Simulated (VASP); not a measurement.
These are LDA (Ceperley-Alder, Perdew-Zunger), VASP's LDA PAW potentials (set 64) (plane waves; VASP) values and carry that method's errors.

A VASP calculation is set up with these files.

### KPOINTS
```
Regular mesh
0
G
  16 16 8
```

**POSCAR**
```
Cd
5.3953770
  0.2700703024  -0.4677755368   0.0000000000
  0.2700703024   0.4677755368   0.0000000000
  0.0000000000   0.0000000000   1.0000000850
Cd
2
Cart
  0.2700703024   0.1559254908   0.2500000213
  0.2700703024  -0.1559254908   0.7500000638
```

**INCAR**
```
SYSTEM = Cd
PREC = Accurate
ENCUT = 400
EDIFF = 1E-7
NELM = 100
ALGO = Normal
LREAL = .FALSE.
LASPH = .TRUE.
ISMEAR = -5
LMAXMIX = 4
LWAVE = .FALSE.
LCHARG = .TRUE.
LORBIT = 11
NEDOS = 601
ISIF = 2
```

POTCAR, in this order: Cd (LDA.64 set). Program: vasp_std.

What VASP printed:

### OUTCAR
```
 ion  position               nearest neighbor table
   1  0.333  0.667  0.250-   2 3.18   2 3.18   2 3.18   2 3.18   2 3.18   2 3.18
   2  0.667  0.333  0.750-   1 3.18   1 3.18   1 3.18   1 3.18   1 3.18   1 3.18
  LATTYP: Found a hexagonal cell.
 ALAT       =     2.9142624361
 C/A-ratio  =     1.8513697983
 Subroutine PRICEL returns:
 Original cell was already a primitive cell.
 Subroutine GETGRP returns: Found 24 space group operations
The static configuration has the point symmetry D_3d.
 The point group associated with its full space group is D_6h.
The dynamic configuration has the point symmetry D_3d.
 Subroutine INISYM returns: Found 24 space group operations
 Subroutine IBZKPT returns following result:
 Found    150 irreducible k-points:

 Following reciprocal coordinates:
            Coordinates               Weight
  0.000000  0.000000  0.000000      1.000000
  0.062500 -0.000000  0.000000      6.000000
  0.125000 -0.000000  0.000000      6.000000
  0.187500 -0.000000  0.000000      6.000000
  0.250000 -0.000000  0.000000      6.000000
  0.312500 -0.000000  0.000000      6.000000
  0.375000 -0.000000  0.000000      6.000000
...
```

File OSZICAR:
```
       N       E                     dE             d eps       ncg     rms          rms(c)
DAV:   1     0.147771393187E+03    0.14777E+03   -0.11778E+04  4808   0.126E+03
DAV:   2    -0.330364603839E+00   -0.14810E+03   -0.14571E+03  4968   0.354E+02
DAV:   3    -0.321417793166E+01   -0.28838E+01   -0.28798E+01  6008   0.587E+01
DAV:   4    -0.321747470896E+01   -0.32968E-02   -0.32969E-02  5584   0.172E+00
DAV:   5    -0.321748365703E+01   -0.89481E-05   -0.89498E-05  6072   0.875E-02    0.580E+00
DAV:   6    -0.305998089632E+01    0.15750E+00   -0.39215E-01  5184   0.857E+00    0.439E+00
DAV:   7    -0.304145039831E+01    0.18530E-01   -0.40347E-02  5648   0.204E+00    0.183E+00
DAV:   8    -0.303906146431E+01    0.23889E-02   -0.45694E-03  5320   0.103E+00    0.100E-01
DAV:   9    -0.303906587552E+01   -0.44112E-05   -0.18859E-05  6144   0.556E-02    0.392E-02
DAV:  10    -0.303906932236E+01   -0.34468E-05   -0.56083E-06  5440   0.304E-02    0.277E-03
DAV:  11    -0.303906969312E+01   -0.37076E-06   -0.95124E-08  4312   0.353E-03    0.125E-03
DAV:  12    -0.303907019967E+01   -0.50656E-06   -0.94851E-09  3016   0.100E-03    0.822E-04
DAV:  13    -0.303907022478E+01   -0.25106E-07   -0.16432E-09  2880   0.525E-04
   1 F= -.30390702E+01 E0= -.30390702E+01  d E =0.000000E+00
```

**OUTCAR**
```
------------------------ aborting loop because EDIFF is reached ----------------------------------------
  FORCE on cell =-STRESS in cart. coord.  units (eV):
  Direction    XX          YY          ZZ          XY          YZ          ZX
  --------------------------------------------------------------------------------------
  Total        0.0805626      0.0805626     -0.0921506      0.0000000      0.0000000     -0.0000000
  in kB        3.2526276      3.2526283     -3.7204820      0.0000000      0.0000000     -0.0000000
  external PRESSURE =       0.9282580 kB  Pullay stress =       0.0000000 kB
  volume of cell :       39.68
      direct lattice vectors                 reciprocal lattice vectors
     1.457131098 -2.523825372  0.000000000     0.343140024 -0.198111963  0.000000000
     1.457131098  2.523825372  0.000000000     0.343140024  0.198111963  0.000000000
     0.000000000  0.000000000  5.395377459     0.000000000  0.000000000  0.185343844
 POSITION                                       TOTAL-FORCE (eV/Angst)
 -----------------------------------------------------------------------------------
      1.45713      0.84128      1.34884        -0.000000      0.000000      0.000000
      1.45713     -0.84128      4.04653         0.000000     -0.000000      0.000000
 -----------------------------------------------------------------------------------
    total drift:                               -0.000000      0.000184      0.000002
  FREE ENERGIE OF THE ION-ELECTRON SYSTEM (eV)
  ---------------------------------------------------
  free  energy   TOTEN  =        -3.0390702248 eV

  energy  without entropy=       -3.0390702248  energy(sigma->0) =       -3.03907022

 total charge

# of ion       s       p       d       tot
------------------------------------------
    1        0.538   0.356   9.471  10.365
    2        0.538   0.356   9.471  10.365
--------------------------------------------------
tot          1.076   0.712  18.941  20.730
```
(Selected blocks of OUTCAR.)

File OUTCAR:
```
 val. band max:        3.5357800744   @ k =   0.3125   0.1250   0.0000

 cond. band min:       3.4366634990   @ k =   0.3125  -0.0000   0.0000


 Fermi energy:         3.3619023607

 k-point     1 :       0.0000    0.0000    0.0000
  band No.  band energies     occupation
      1      -6.8414      2.00000
      2      -6.5214      2.00000
      3      -6.0880      2.00000
      4      -6.0482      2.00000
      5      -6.0482      2.00000
      6      -5.9789      2.00000
      7      -5.9789      2.00000
      8      -5.4577      2.00000
      9      -5.4576      2.00000
     10      -5.1219      2.00000
     11      -5.1219      2.00000
     12       0.0029      2.00000
     13       0.5872      2.00000
     14      14.9026      0.00000
     15      18.1110      0.00000
     16      18.7527      0.00000

 k-point     2 :       0.0625   -0.0000    0.0000
  band No.  band energies     occupation
      1      -6.7934      2.00000
      2      -6.4539      2.00000
      3      -6.0863      2.00000
      4      -6.0225      2.00000
      5      -6.0060      2.00000
      6      -5.9786      2.00000
      7      -5.9385      2.00000
      8      -5.4923      2.00000
      9      -5.4734      2.00000
     10      -5.1901      2.00000
     11      -5.1199      2.00000
     12       0.1795      2.00000
     13       0.6400      2.00000
     14      15.0422      0.00000
     15      16.8386      0.00000
     16      17.8812      0.00000

 k-point     3 :       0.1250   -0.0000    0.0000
  band No.  band energies     occupation
      1      -6.6760      2.00000
      2      -6.3365      2.00000
      3      -6.1326      2.00000
      4      -6.0265      2.00000
      5      -5.8850      2.00000
      6      -5.8225      2.00000
      7      -5.7375      2.00000
      8      -5.6049      2.00000
      9      -5.5169      2.00000
     10      -5.3511      2.00000
     11      -5.1166      2.00000
     12       0.6759      2.00000
     13       0.8074      2.00000
...
```

For a metal the tetrahedron method with Blöchl corrections gives inexact stress and forces.

The compound is Cd in the hcp structure. It was relaxed first, which changed the volume by -8 %.
